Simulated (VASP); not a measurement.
VASP runs on PbI2 (a trial cell in the fluorite structure, space group Fm-3m) share one base input (PBE GGA, plane waves, VASP's PBE PAW potentials (set 64)) and change the settings named in each case.

File KPOINTS:
```
K-points
0
G
 5 5 5
0 0 0
```

File POSCAR:
```
PbI2
1
    0.0000000000     3.8306870000     3.8306870000
    3.8306870000     0.0000000000     3.8306870000
    3.8306870000     3.8306870000     0.0000000000
Pb I
1 2
Direct
  0.0000000000   0.0000000000   0.0000000000
  0.2500000000   0.2500000000   0.2500000000
  0.7500000000   0.7500000000   0.7500000000
```

INCAR:
```
SYSTEM = PbI2
PREC = Accurate
ENCUT = 400
EDIFF = 1E-6
NELM = 100
ALGO = Normal
LREAL = .FALSE.
LASPH = .TRUE.
ISMEAR = 0
SIGMA = 0.05
GGA = PE
LMAXMIX = 4
LWAVE = .FALSE.
LCHARG = .FALSE.
ISIF = 2
```

POTCAR, in this order: Pb_d I (PBE.64 set). Program: vasp_std.

```
change        pressure (GPa)  electronic steps
------------  --------------  ----------------
base run                3.84                13
EDIFF = 1E-2            3.51                 8
EDIFF = 1E-3            4.09                 9
EDIFF = 1E-4            3.83                11
EDIFF = 1E-5            3.84                12
EDIFF = 1E-8            3.86                19
```
 Unless said otherwise, spin-orbit coupling is left out, though it shifts the bands of the heavy elements here.

Left out are runs that ran out of time, are held back, or changed the cell or the kind of run, fixed moments of cells without a moment, rows past the twelfth, gaps on odd meshes, pressures of charged cells and columns that move by less than the noise.

The structure was generated: PbI2 was put into the fluorite type (Fm-3m), which need not be its known phase. The cell was not relaxed at this level.
